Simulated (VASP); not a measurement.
Method: PBEsol GGA, VASP's PBE PAW potentials (set 64) (plane waves; VASP 6.6.1).

The input files of a VASP run:

### KPOINTS
```
Automatic mesh
0
Gamma
3 3 6
0 0 0
```

### POSCAR
```
Ge2Si6
1.0
  0.0057392440   5.4938522221   5.4675255774
  5.4938522221   0.0057392440   5.4675255774
  2.7497957330   2.7497957330   0.0000000000
Si Ge
6 2
Cartesian
  2.7497957330   2.7497957330   0.0002217508
  1.3748978665   1.3748978665   1.3666596435
  5.4821617294   2.7672254697   2.7496554268
  4.1363840922   1.3632073739   4.0847515449
  2.7672254697   5.4821617294   2.7496554268
  1.3632073739   4.1363840922   4.0847515449
  2.7497957328   2.7497957328   5.4352425562
  4.1246935998   4.1246935998   6.8666899929
```

**INCAR**
```
ALGO  =  Normal
EDIFF  =  1E-6
EDIFFG  =  -0.02
ENCUT  =  400
GGA  =  PS
IBRION  =  2
ISIF  =  3
ISMEAR  =  0
LASPH  =  .TRUE.
LCHARG  =  .FALSE.
LMAXMIX  =  4
LREAL  =  .FALSE.
LWAVE  =  .FALSE.
NELM  =  100
NSW  =  60
PREC  =  Accurate
SIGMA  =  0.05
SYSTEM  =  Ge2Si6
```

POTCAR, in this order: Si Ge_d (PBE.64 set). Program: vasp_std.

The resulting files:

File OSZICAR:
```
       N       E                     dE             d eps       ncg     rms          rms(c)
DAV:   1     0.360787231444E+03    0.36079E+03   -0.20467E+04  1226   0.235E+03
DAV:   2     0.146876248451E+02   -0.34610E+03   -0.33704E+03  1007   0.626E+02
DAV:   3    -0.423102665061E+02   -0.56998E+02   -0.55961E+02  1170   0.153E+02
DAV:   4    -0.449213161617E+02   -0.26110E+01   -0.25865E+01  1218   0.400E+01
DAV:   5    -0.449945826615E+02   -0.73266E-01   -0.73236E-01  1255   0.680E+00    0.916E+00
DAV:   6    -0.444281969040E+02    0.56639E+00   -0.29988E-01  1219   0.302E+00    0.544E+00
DAV:   7    -0.441592761440E+02    0.26892E+00   -0.54443E-01  1111   0.353E+00    0.347E-01
DAV:   8    -0.441626416154E+02   -0.33655E-02   -0.39692E-02  1196   0.189E+00    0.150E-01
DAV:   9    -0.441631287535E+02   -0.48714E-03   -0.21218E-03  1244   0.359E-01    0.114E-01
DAV:  10    -0.441632400080E+02   -0.11125E-03   -0.22824E-04  1341   0.989E-02    0.445E-02
DAV:  11    -0.441632724020E+02   -0.32394E-04   -0.68990E-05  1129   0.476E-02    0.908E-03
DAV:  12    -0.441632725853E+02   -0.18325E-06   -0.50773E-06  1128   0.119E-02
   1 F= -.44163273E+02 E0= -.44163273E+02  d E =-.441633E+02
       N       E                     dE             d eps       ncg     rms          rms(c)
DAV:   1    -0.441667150689E+02   -0.34427E-02   -0.62653E-02  1302   0.224E+00    0.319E-01
DAV:   2    -0.441649042080E+02    0.18109E-02   -0.47163E-03  1317   0.939E-01    0.186E-01
DAV:   3    -0.441639565378E+02    0.94767E-03   -0.21369E-03  1384   0.567E-01    0.307E-02
DAV:   4    -0.441639716916E+02   -0.15154E-04   -0.55162E-04  1260   0.219E-01    0.192E-02
DAV:   5    -0.441639670445E+02    0.46471E-05   -0.28900E-05  1338   0.521E-02    0.861E-03
DAV:   6    -0.441639664250E+02    0.61954E-06   -0.30781E-06   969   0.136E-02
   2 F= -.44163966E+02 E0= -.44163966E+02  d E =-.693840E-03
       N       E                     dE             d eps       ncg     rms          rms(c)
DAV:   1    -0.441639670822E+02   -0.37623E-07   -0.39552E-05  1247   0.539E-02    0.828E-03
DAV:   2    -0.441639659062E+02    0.11760E-05   -0.24898E-06   895   0.236E-02    0.486E-03
DAV:   3    -0.441639654209E+02    0.48522E-06   -0.17276E-06   796   0.148E-02
   3 F= -.44163965E+02 E0= -.44163965E+02  d E =-.692836E-03
       N       E                     dE             d eps       ncg     rms          rms(c)
DAV:   1    -0.441645913965E+02   -0.62549E-03   -0.21977E-02  1237   0.107E+00    0.141E-01
DAV:   2    -0.441643493036E+02    0.24209E-03   -0.97397E-04  1352   0.405E-01    0.844E-02
DAV:   3    -0.441641987986E+02    0.15051E-03   -0.27636E-04  1646   0.206E-01    0.109E-02
DAV:   4    -0.441642013921E+02   -0.25935E-05   -0.57196E-05  1235   0.727E-02    0.684E-03
DAV:   5    -0.441642012130E+02    0.17916E-06   -0.40240E-06  1106   0.214E-02
   4 F= -.44164201E+02 E0= -.44164201E+02  d E =-.235792E-03
```

File OUTCAR:
```
------------------------ aborting loop because EDIFF is reached ----------------------------------------
  FORCE on cell =-STRESS in cart. coord.  units (eV):
  Direction    XX          YY          ZZ          XY          YZ          ZX
  --------------------------------------------------------------------------------------
  Total       -0.0480063     -0.0480063     -0.0129747     -0.0302186     -0.0000000     -0.0000000
  in kB       -0.4655171     -0.4655171     -0.1258154     -0.2930299     -0.0000000     -0.0000000
  external PRESSURE =      -0.3522832 kB  Pullay stress =       0.0000000 kB
  volume of cell :      165.22
      direct lattice vectors                 reciprocal lattice vectors
    -0.000963868  5.488791702  5.484280157    -0.091078736  0.091078736  0.091169668
     5.488791702 -0.000963868  5.484280157     0.091078736 -0.091078736  0.091169668
     2.743913917  2.743913917  0.000000000     0.182221460  0.182221460 -0.182339336
 POSITION                                       TOTAL-FORCE (eV/Angst)
 -----------------------------------------------------------------------------------
      2.74391      2.74391      0.00046         0.000000      0.000000      0.004350
      1.37196      1.37196      1.37061        -0.000000     -0.000000     -0.004350
      5.47294      2.75880      2.75634         0.001338     -0.001338      0.005981
      4.13172      1.35611      4.09901        -0.001338      0.001338     -0.005981
      2.75880      5.47294      2.75634        -0.001338      0.001338      0.005981
      1.35611      4.13172      4.09901         0.001338     -0.001338     -0.005981
      2.74391      2.74391      5.45128         0.000000      0.000000      0.003043
      4.11587      4.11587      6.88835        -0.000000     -0.000000     -0.003043
 -----------------------------------------------------------------------------------
    total drift:                               -0.000033     -0.000033     -0.000152
  FREE ENERGIE OF THE ION-ELECTRON SYSTEM (eV)
  ---------------------------------------------------
  free  energy   TOTEN  =       -44.1642012130 eV

  energy  without entropy=      -44.1642012107  energy(sigma->0) =      -44.16420121

 reached required accuracy - stopping structural energy minimisation
```
(Selected blocks of OUTCAR.)

**CONTCAR**
```
Ge2Si6
   1.00000000000000
    -0.0009638680485423    5.4887917023638266    5.4842801569279827
     5.4887917023638266   -0.0009638680485423    5.4842801569279827
     2.7439139171075961    2.7439139171075961    0.0000000000001540
  Si              Ge
     6     2
Direct
     0.0000422084988233    0.0000422084988233    0.9999155830023606
     0.1249577915011767    0.1249577915011767    0.2500844169976394
     0.0040936968238775    0.4984950186497789    0.9974112845263435
     0.1209063031761225    0.6265049813502211    0.2525887154736564
     0.4984950186497789    0.0040936968238775    0.9974112845263435
     0.6265049813502211    0.1209063031761225    0.2525887154736564
     0.4969914590287845    0.4969914590287845    0.0060170818424363
     0.6280085409712155    0.6280085409712155    0.2439829181575637
```

### OUTCAR
```
 val. band max:        5.6346603184   @ k =   0.0000   0.0000   0.0000

 cond. band min:       6.0004801340   @ k =   0.0000   0.0000   0.5000


 Fermi energy:         5.8152951835

 k-point     1 :       0.0000    0.0000    0.0000
  band No.  band energies     occupation
      1     -18.7859      2.00000
      2     -18.6915      2.00000
      3     -18.6802      2.00000
      4     -18.6479      2.00000
      5     -18.6342      2.00000
      6     -18.5807      2.00000
      7     -18.5278      2.00000
      8     -18.5242      2.00000
      9     -18.5112      2.00000
     10     -18.4440      2.00000
     11      -6.6995      2.00000
     12      -4.5473      2.00000
     13      -4.1593      2.00000
     14      -2.6152      2.00000
     15      -2.5022      2.00000
     16      -1.7464      2.00000
     17      -1.4562      2.00000
     18       2.5961      2.00000
     19       2.6053      2.00000
     20       4.1318      2.00000
     21       4.2552      2.00000
     22       4.2784      2.00000
     23       4.4088      2.00000
     24       5.5591      2.00000
     25       5.5611      2.00000
     26       5.6347      2.00000
     27       6.1000      0.00000
     28       6.1850      0.00000
     29       6.3994      0.00000
     30       6.8821      0.00000
     31       7.9880      0.00000

 k-point     2 :       0.3333   -0.0000    0.0000
  band No.  band energies     occupation
      1     -18.7860      2.00000
      2     -18.6915      2.00000
      3     -18.6803      2.00000
      4     -18.6479      2.00000
      5     -18.6343      2.00000
      6     -18.5806      2.00000
      7     -18.5279      2.00000
      8     -18.5243      2.00000
      9     -18.5113      2.00000
     10     -18.4440      2.00000
     11      -6.3666      2.00000
     12      -5.2912      2.00000
     13      -4.1787      2.00000
     14      -3.5947      2.00000
     15      -1.3979      2.00000
     16      -1.2138      2.00000
     17       0.0244      2.00000
...
```

The structure was generated: Ge2Si6 was put into an ordered model structure (Cmcm), which need not be its known phase. This run relaxes it. Symmetry was kept, so distortions that lower it aren't found. The start is the result of an earlier pass.
